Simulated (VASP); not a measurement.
Input:

```
O2Si
1.0
    4.28270     0.00000     0.00000
    0.00000     4.28270     0.00000
    0.00000     0.00000     2.74280
Si O
2 4
Cartesian
  0.00000   0.00000   2.74280
  2.14135   2.14135   1.37140
  1.31079   1.31079   2.74280
  3.45214   0.83056   1.37140
  0.83056   3.45214   1.37140
  2.97191   2.97191   0.00000
```

Calculation: TPSS meta-GGA, VASP's PBE PAW potentials (set 64) (plane waves; VASP). Run with 520 eV cut-off, 5×5×8 Γ-centred mesh, Gaussian smearing of 0.050 eV, potentials Si O.

### Question
The ions and cell shape at fixed volume are relaxed. Which structure does the run end with?

### Answer

```
O2Si
1.0
    4.30618     0.00000     0.00000
    0.00000     4.30618     0.00000
    0.00000     0.00000     2.71296
Si O
2 4
Cartesian
  0.00000   0.00000   0.00000
  2.15309   2.15309   1.35648
  1.33031   1.33031   0.00000
  3.48340   0.82278   1.35648
  0.82278   3.48340   1.35648
  2.97588   2.97588   0.00000
```
Space group P4_2/mnm (136), at a tolerance of 0.03 Å.

### Question
How much energy does the relaxation gain?

### Answer
The energy (σ→0) changes by -3.2 meV/atom, in 5 ionic steps.

```
step  E(σ→0) (eV)  max force (eV/Å)  pressure (GPa)  volume (Å³)
----  -----------  ----------------  --------------  -----------
1        -64.7926             0.345          -16.44        50.31
2        -64.8099             0.033          -14.56        50.31
3        -64.8100             0.074          -14.34        50.31
4        -64.8113             0.031          -14.07        50.31
5        -64.8115             0.001          -14.15        50.31
```

The compound is SiO2 in the rutile structure, stishovite, a high-pressure form. This cell is one point of a volume scan, at 1.06 of the reference volume. Symmetry was kept, so distortions that lower it aren't found.
